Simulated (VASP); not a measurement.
The system is MoS2.

```
CELL_PARAMETERS angstrom
3.14878 0.00000 0.00000
-1.57439 2.72692 0.00000
0.00000 0.00000 12.08852
ATOMIC_POSITIONS crystal
Mo 0.33333 0.66667 0.25000
Mo 0.66667 0.33333 0.75000
S 0.33333 0.66667 0.62053
S 0.66667 0.33333 0.12053
S 0.33333 0.66667 0.87947
S 0.66667 0.33333 0.37947
```

Base run:

```yaml
Program: VASP 6.6.1
Functional: HSE06
Potentials_or_basis: VASP PAW PBE potentials, release 64 (Mo_sv, S)
Cutoff: 520 eV
k_mesh: 6 × 6 × 2
Occupations: gaussian, width 0.03 eV
Spin: no spin polarisation
```

Its results: band gap on the k mesh 1.36 eV, indirect (least direct gap 2.19 eV); pressure -0.9 GPa; largest force 0.555 eV/Å.

The run is repeated on the same cell with these changes: functional from HSE06 to PBE-EpsX. What comes out?

Band gap on the k mesh 1.17 eV, indirect (least direct gap 2.07 eV); pressure 2.5 GPa; largest force 0.174 eV/Å.

Caveats: the PAW data sets were made with another functional, which shifts forces and pressure a little; this functional lacks dispersion, which binds the layers, so the pressure and a relaxed spacing across them are unreliable (some runs).

A k mesh can miss the band edges.
